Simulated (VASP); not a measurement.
Given:

```xyz
71
Lattice="4.8683 -8.4322 0.0000 4.8683 8.4322 0.0000 0.0000 0.0000 10.5563" Properties=species:S:1:pos:R:3 pbc="T T T"
Ga     1.6190    -0.9391     2.6133
Ga     1.6205     0.9383    10.5518
Ga     1.6670    -0.9471     7.8904
Ga     1.6392     0.9388     5.2936
Ga     3.2474     1.8704     2.6450
Ga     3.2472     3.7478     0.0111
Ga     3.2449     1.8815     7.9324
Ga     3.2549     3.7529     5.2878
Ga     4.8710     4.6853     2.6380
Ga     4.8695     6.5610    10.5513
Ga     4.8797     4.6910     7.9194
Ga     4.8952     6.5496     5.2928
Ga     3.2423    -3.7533     2.6121
Ga     3.2425    -1.8765    10.4829
Ga     3.2585    -3.7047     7.8901
Ga     4.8311    -0.9602     2.5995
Ga     4.8715     0.9402    10.5498
Ga     4.8596    -0.9425     7.9103
Ga     4.8154     0.9477     5.3348
Ga     6.4763     1.8661     2.6445
Ga     6.4939     3.7459    10.5513
Ga     6.5012     1.8863     7.9221
Ga     6.4961     3.7733     5.2919
Ga     4.8713    -6.5579     2.6467
Ga     4.8691    -4.6882    10.5512
Ga     4.8696    -6.5577     7.9153
Ga     4.8780    -4.6707     5.2934
Ga     6.4903    -3.7456     2.6450
Ga     6.4969    -1.8732    10.5496
Ga     6.4977    -3.7522     7.9323
Ga     6.4753    -1.9246     5.3345
Ga     8.1021    -0.9467     2.6448
Ga     8.1147     0.9368     0.0076
Ga     8.1303    -0.9350     7.9221
Ga     8.1085     0.9337     5.2747
N      1.4675    -0.8353     4.5438
N      1.6247     0.9491     1.9769
N      1.6031    -0.9232     9.9045
N      1.6267     0.9485     7.2727
N      3.2316     1.8994     4.6346
N      3.2471     3.7475     1.9979
N      3.2432     1.8807     9.9125
N      3.2554     3.7530     7.2746
N      4.8737     4.6876     4.6287
N      4.8526     6.5506     1.9766
N      4.8676     4.6837     9.9040
N      4.8793     6.5615     7.2701
N      3.2546    -3.9344     4.5428
N      3.2190    -1.8907     1.9316
N      3.2479    -3.7728     9.9047
N      3.2716    -1.8591     7.4118
N      4.8612     0.9434     1.9696
N      4.8916    -0.9247     9.9238
N      4.8725     0.9641     7.3108
N      6.4752     1.8648     4.6369
N      6.4762     3.7354     1.9762
N      6.4992     1.8750     9.9077
N      6.4989     3.7547     7.2698
N      4.8648    -6.5603     4.6349
N      4.8809    -4.6908     1.9772
N      4.8651    -6.5607     9.9031
N      4.8800    -4.6869     7.2727
N      6.5061    -3.7720     4.6346
N      6.4958    -1.8850     1.9698
N      6.4967    -3.7541     9.9126
N      6.5176    -1.8840     7.3105
N      8.1002    -0.9464     4.6371
N      8.1109     0.9342     2.0010
N      8.1197    -0.9312     9.9076
N      8.1160     0.9383     7.2633
C      5.0024    -0.8597     4.5746
```
Cell charge -1.

The numbers are results of HSE06 screened hybrid, VASP's PBE PAW potentials (set 64) (plane waves; VASP), not measurements. Numerical set-up: PREC = Normal, LREAL = Auto, ISYM = 0, NELECT = 285.0, EDIFF = 1E-5, 400 eV cut-off, 1×1×1 Γ-centred mesh, Gaussian smearing of 0.050 eV, potentials Ga N C. Starting moments (MAGMOM): 71*0.0141. The cell's moment is fixed (NUPDOWN = 1).

The cell is charged, with a uniform compensating background. The supercell is sampled at Γ alone, which is coarse: total energies, pressure and levels can be off, energies of defects by several tenths of an eV.

### Question
Estimate the cell moment, energy per atom (σ→0).

### Answer

```yaml
cell_moment: 1.00 μB
energy per atom (σ→0): -7.211 eV/atom
```

### Question
Give the moment on each site (PAW-sphere projection).

### Answer

| site | moment (μB) |
|---|---|
| Ga1 | -0.01 |
| Ga2 | 0.00 |
| Ga3 | 0.00 |
| Ga4 | -0.01 |
| Ga5 | 0.00 |
| Ga6 | 0.00 |
| Ga7 | 0.00 |
| Ga8 | 0.00 |
| Ga9 | 0.00 |
| Ga10 | 0.00 |
| Ga11 | 0.00 |
| Ga12 | -0.01 |
| Ga13 | -0.01 |
| Ga14 | 0.00 |
| Ga15 | 0.00 |
| Ga16 | -0.01 |
| Ga17 | 0.00 |
| Ga18 | 0.00 |
| Ga19 | 0.01 |
| Ga20 | 0.00 |
| Ga21 | 0.00 |
| Ga22 | 0.00 |
| Ga23 | -0.01 |
| Ga24 | 0.00 |
| Ga25 | 0.00 |
| Ga26 | 0.00 |
| Ga27 | -0.01 |
| Ga28 | 0.00 |
| Ga29 | 0.00 |
| Ga30 | 0.00 |
| Ga31 | 0.01 |
| Ga32 | 0.00 |
| Ga33 | 0.00 |
| Ga34 | 0.00 |
| Ga35 | 0.00 |
| N36 | 0.44 |
| N37 | 0.00 |
| N38 | 0.00 |
| N39 | 0.00 |
| N40 | 0.00 |
| N41 | 0.00 |
| N42 | 0.00 |
| N43 | 0.00 |
| N44 | 0.00 |
| N45 | 0.00 |
| N46 | 0.00 |
| N47 | 0.00 |
| N48 | 0.44 |
| N49 | 0.01 |
| N50 | 0.00 |
| N51 | -0.02 |
| N52 | -0.01 |
| N53 | 0.00 |
| N54 | 0.00 |
| N55 | 0.06 |
| N56 | 0.00 |
| N57 | 0.00 |
| N58 | 0.00 |
| N59 | 0.07 |
| N60 | 0.00 |
| N61 | 0.00 |
| N62 | 0.00 |
| N63 | 0.00 |
| N64 | -0.01 |
| N65 | 0.00 |
| N66 | 0.00 |
| N67 | 0.06 |
| N68 | 0.00 |
| N69 | 0.00 |
| N70 | 0.00 |
| C71 | -0.16 |

The absolute energy has meaning only against runs of the same code, potentials and settings.

The cell is a supercell with a defect, built from GaN (wurtzite): C_N-vac_Ga, charge -1. The cell's shape comes from a PBE relaxation.
